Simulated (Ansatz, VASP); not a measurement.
# Si2W in two plane-wave programs, part 2 of 2

Aim: how closely do two programs agree when they are given the same cell, functional and k mesh? The cell is taken from a series of runs on this material, whose earlier steps may have relaxed, scaled, displaced or heated it; both programs get it as it stands.

VASP 6.6.1 and Ansatz 0.2.0.

So far: Starting point; VASP: zone-centre phonons, PBEsol.

## 3. Ansatz: zone-centre phonons, PBEsol

Level of this step: Ansatz beside VASP: Kohn-Sham DFT, plane waves, PBEsol (Ansatz).

Ansatz runs on its PAW soft_1 files.

The same cell, functional, mesh and smearing now go to Ansatz, which takes its cutoff from its data sets.

Input file input.yaml:

```yaml
crystal:
  lattice:
    - [-1.5663261908, 1.5663261908, 3.8401833072]
    - [1.5663261908, -1.5663261908, 3.8401833072]
    - [1.5663261908, 1.5663261908, -3.8401833072]
  atoms:
    - { symbol: Si, position: [0.3335819125, 0.3335819125, 0.0] }
    - { symbol: Si, position: [0.6664180875, 0.6664180875, 0.0] }
    - { symbol: W, position: [0.0, 0.0, 0.0] }
kpoints:
  mp_grid: { grid: [20, 20, 20] }
hamiltonian:
  xc: pbesol
  pseudopotentials: { kind: paw, azcp: { folder: soft_1 }, xc_functional: pbe }
scf:
  occupations: { method: methfessel_paxton, width: 0.2 }
output:
  eigenvalues: true
phonons:
  method: dfpt
```

The run is started by

```
ansatz run input.yaml --threads 4 --pin off --max-ram 10240MiB --backend cpu --events-out ev --progress --plain --runs-dir out
```

Numbers of over 12 decimals in the logs are rounded to 6 here.

Output:

```text
zone centre: on kpoints.mp_grid the ground state, and the responses unless they are solved on pairs of k-points, stand on 1166 of the mesh's 8000 k-points, reduced under 4 symmetry operations, with k and −k counted as one. Each operation leaves every solved displacement unchanged or reverses it
Engine: ansatz 0.2.0, x86_64-unknown-linux-gnu
Pseudopotentials: kind: paw
Pseudopotential: Si, paw, valence charge 4, recommended cutoff 420 eV (normal), soft_1/Si.paw.azcp
Pseudopotential: W, paw, valence charge 14, recommended cutoff 420 eV (normal), soft_1/W.paw.azcp
Functional definition: PBEsol
  exchange = pbesol_x
  correlation = pbesol_c
Crystal: 3 atoms, lattice volume = 37.686 Å³
Basis set: ecut = 420 eV, 761 PW (Γ), exchange–correlation on 60×60×60 points (8 copies of the dense FFT grid, shifted against one another)
Bands: 15, of which v1, the nominal top of the filled ones, is band 11 counted from 1 (10 counted from 0)
Symmetry: 16 space group operations
k-points: 1166 of 8000 (irreducible under 4 space group operations, time reversal used)
Non-local potential: Si, projectors of the file, l = 0: 2, l = 1: 2, l = 2: 1
Non-local potential: W, projectors of the file, l = 0: 3, l = 1: 2, l = 2: 2, l = 3: 1
PAW form: soft (Blöchl's): semilocal exchange-correlation on the pseudo side does not see the compensation charge
PAW frozen core: Si, regenerated for the run's functional, and the local potential with it (the file was generated under x = pbe(κ = 0.804, μ = 0.219515), c = pbe(β = 0.066725))
PAW frozen core: W, regenerated for the run's functional, and the local potential with it (the file was generated under x = pbe(κ = 0.804, μ = 0.219515), c = pbe(β = 0.066725))
PAW one-centre angular grid: Si, 110 points (default); XC on 64 Gauss nodes
PAW one-centre angular grid: W, 590 points (default); XC on 64 Gauss nodes
Initial density: superposition of atomic densities (chi_scale 0.1, normalization cell, long waves kept (reshape's long-wave potential 0.00 eV rms))
Initial wavefunctions: pseudopotential atomic-orbital guess
Functional: x = pbesol(κ = 0.804, μ = 0.123457), c = pbesol(β = 0.046)
SCF iter   1: F=—  HF=-11502.102120 eV  |F-HF|=—  |Δ(HF+E_count)|=         —  Δρ=5.00e-2  dr2=8.47e-1  ethr=3.10e-3  ⟨swp⟩=5.5  Hψ=104135  notcnv=0
preconditioner: auto → Kerker (q_TF=auto, 2.494 Å⁻¹)  [metal: Δε(μ)=0.027 eV  Ē_g=8.759 eV  σ=0.200 eV  W_gap=0.11  n_scr=10 (ndim 8)  ℏωp=22.6 eV  f_vac=0.000  D(μ)=0.22/eV (n_scr^D=0)]
SCF iter   2: F=—  HF=-11501.875736 eV  |F-HF|=—  |Δ(HF+E_count)|=   2.26e-1  S|Δr|=    0.00e0  Δρ=2.75e-2  dr2=2.10e-1  ethr=3.10e-3  ⟨swp⟩=2.0  Hψ=31174  notcnv=0
SCF iter   3: F=—  HF=-11501.798181 eV  |F-HF|=—  |Δ(HF+E_count)|=   7.76e-2  S|Δr|=    0.00e0  Δρ=5.89e-3  dr2=1.04e-2  ethr=9.52e-4  ⟨swp⟩=2.9  Hψ=32271  notcnv=0
SCF iter   4: F=—  HF=-11501.794318 eV  |F-HF|=—  |Δ(HF+E_count)|=   3.86e-3  S|Δr|=    0.00e0  Δρ=4.86e-4  dr2=5.07e-5  ethr=4.71e-5  ⟨swp⟩=2.6  Hψ=25412  notcnv=0
SCF iter   5: F=—  HF=-11501.794302 eV  |F-HF|=—  |Δ(HF+E_count)|=   1.57e-5  S|Δr|=    0.00e0  Δρ=6.53e-5  dr2=1.53e-6  ethr=2.31e-7  ⟨swp⟩=2.1  Hψ=27061  notcnv=0
SCF iter   6: F=—  HF=-11501.794304 eV  |F-HF|=—  |Δ(HF+E_count)|=   1.75e-6  S|Δr|=    0.00e0  Δρ=1.13e-5  dr2=5.00e-8  ethr=6.95e-9  ⟨swp⟩=2.9  Hψ=30188  notcnv=0  defer=1
SCF iter   7: F=—  HF=-11501.794304 eV  |F-HF|=—  |Δ(HF+E_count)|=   9.34e-9  S|Δr|=    0.00e0  Δρ=1.42e-6  dr2=9.19e-10  ethr=2.27e-10  ⟨swp⟩=2.4  Hψ=25523  notcnv=0  defer=1
SCF iter   8: F=—  HF=-11501.794304 eV  |F-HF|=—  |Δ(HF+E_count)|=  1.96e-10  S|Δr|=    0.00e0  Δρ=2.10e-7  dr2=1.79e-11  ethr=4.18e-12  ⟨swp⟩=2.4  Hψ=24855  notcnv=0  defer=1
SCF iter   9: F=-11501.794304 eV  HF=-11501.794304 eV  |F-HF|=0.00e0  |Δ(HF+E_count)|=  5.46e-12  S|Δr|=    0.00e0  Δρ=2.13e-8  dr2=1.24e-13  ethr=1.00e-12  ⟨swp⟩=5.5  Hψ=76072  notcnv=0
the search or the solves at the SCF's close seem to have found levels that the self-consistency loop had missed (the run counts 2). By its estimate they hold under 1e-12 electrons; where the run keeps them, the occupations were computed again with them
SCF 1 converged in 9 iterations: F = -11501.794304 eV  dr2 = 1.24e-13
  greatest PAW one-centre occupation: 0.999 electrons in one spin orbital (limit 2), on the W atom at site 2 (counted from 0), in its partial waves of l = 0
DFPT response loops at Γ: preconditioner auto → Kerker (q_TF=auto, 2.494 Å⁻¹) (partly filled bands, converged f_vac=0.000); β = 1.00, the filter's whole step (`scf.mixing.beta` (0.50) is not read by the response loops under this deck's `scf.mixing.preconditioner`; to damp them name `kerker` or `kerker_dos`, under which they read `scf.mixing.beta`, and type it under 1.00, their step now; both keys bind the ground state too); Broyden in place of MSR1
SCF converged after 9 iterations
Stability not checked: this state was not tested for a lower state beside it, because cold or Methfessel-Paxton smearing, or corrected tetrahedra, fill the levels in a way that the test cannot read (fill_not_monotonic; see scf.lower_state_search)
Free energy (F): -11501.794304 eV
Harris-Foulkes:  -11501.794304 eV  (|F-HF|=0.00e0)
Internal energy: -11501.794723 eV  (E = F + TS)
E sigma→0 (E₀):  -11501.794409 eV
Entropy (-TS):   0.000419 eV (0.140 meV/atom)
Fermi energy:    17.932206 eV
--- Per-component energies (eV) ---
  E_band       = -56.568154
  E_kinetic    = 520.358766
  E_local      = -839.218713  (includes V_loc(G=0)·N_el)
  E_nonlocal   = 22.102388
  E_hartree    = 372.574143
  E_xc         = -385.460156
  E_vxc        = -336.860742  (∫ρ·V_xc dr)
  E_paw        = -9447.259877  (= ΣΔE_a)
  E_vpaw       = -168.098355  (= ΣTr[D̂ρ^β])
  E_aug_tail   = 0.000218  (compensation charges beyond the density's cutoff)
  E_ewald      = -1745.176470
  E_core_change = 0.284979  (= ΣΔE_core)
  E_smearing   = 0.000419  (= −TS)
  E_closure    = -0.000000  (closes the sum)
  Σ components = -11501.794304   (vs F -11501.794304, Δ=0.00e0)
--- Band table (eV; the first three rows and the last of 1166) ---
  k-point 0: bands = [... 7 lower, 14.2357, 14.8946, 14.8946, 18.6682, 20.5529, 21.1642, 21.3431, 21.3431]
  k-point 1: bands = [... 7 lower, 14.2629, 14.6498, 15.2886, 18.2124, 20.8592, 21.0319, 21.4086, 21.4514]
  k-point 2: bands = [... 7 lower, 14.0561, 14.3463, 15.8068, 17.1863, 20.8275, 21.5597, 21.5866, 21.6741]
  k-point 1165: bands = [... 7 lower, 15.1014, 17.1353, 17.1353, 17.3809, 17.3809, 18.8698, 22.6215, 23.6771]
--- Phonons (Γ-DFPT): 4 representative perturbations + reference, on 1166 of 8000 k-points (Σ response iterations 12) ---
  k mesh reduced under 4 symmetry operations, with k and −k counted as one. Each operation leaves every solved displacement unchanged or reverses it
  ASR residual: 9.935e-6 → 0.000e0 eV/Å²; symmetrization residual: 4.359e-7 eV/Å²
  ASR residual per site (eV/Å²): 7.21e-6 7.21e-6 9.94e-6
  Γ frequencies (cm⁻¹): 0.00 0.00 0.00 296.18 296.18 344.61 382.50 382.50 485.11
  non-analytic LO–TO correction: not included (Born effective charges unavailable; polar crystals: no LO–TO splitting at Γ)
```

## 4. Comparison

Known differences besides the potentials themselves: the data sets hold 22 valence electrons in Ansatz (on its PAW soft_1 files) and 14 in VASP; the cutoff is 420 eV in Ansatz and 600 eV in VASP; Ansatz makes its cores anew for this functional, VASP keeps those of its PBE data sets. Total energies have different zeros and are not compared.

The two programs side by side:

```csv
quantity,Ansatz,VASP,difference
optical mode 1 to 2 (cm⁻¹),296.2,299.2,-1.00 %
optical mode 3 (cm⁻¹),344.6,347.6,-0.86 %
optical mode 4 to 5 (cm⁻¹),382.5,385.1,-0.68 %
optical mode 6 (cm⁻¹),485.1,488.3,-0.66 %
```

Modes are paired by rising frequency, not by their patterns, so a pair may set unlike modes beside each other; they are those without the splitting of longitudinal modes.

## 5. Outcome

```yaml
r_m_s_difference_of_the_optical_zone_centre_modes_each_program_s_sorted_by_frequency_zone_centre_phonons_pbesol: 2.9 cm⁻¹
difference_in_optical_mode_1_to_2_zone_centre_phonons_pbesol: -1.0 %
```

In words: The r.m.s. difference of the optical zone-centre modes, each program's sorted by frequency is 2.9 cm⁻¹ (zone-centre phonons, PBEsol). The data sets hold unlike numbers of valence electrons (22 in Ansatz and 14 in VASP), so part of the differences comes from the potentials. Among the rows given in per cent, the largest difference of the zone-centre phonons, PBEsol pair is in optical mode 1 to 2, -1.0 %. How closely two codes agree says nothing of how well the functional describes the real material.

[Lines on the potential files, build, host, timing and source positions are cut from VASP's logs without a mark.]

[Logs are printed without paths, hosts, clocks, repeated set-up lines and the standing remarks that a program may print on its own settings, such as how far it seeks lower states.]

[Hosts, paths, dates, database ids (printed as entryN), source tags and the programs' standing remarks are cut or masked in the printed files.]
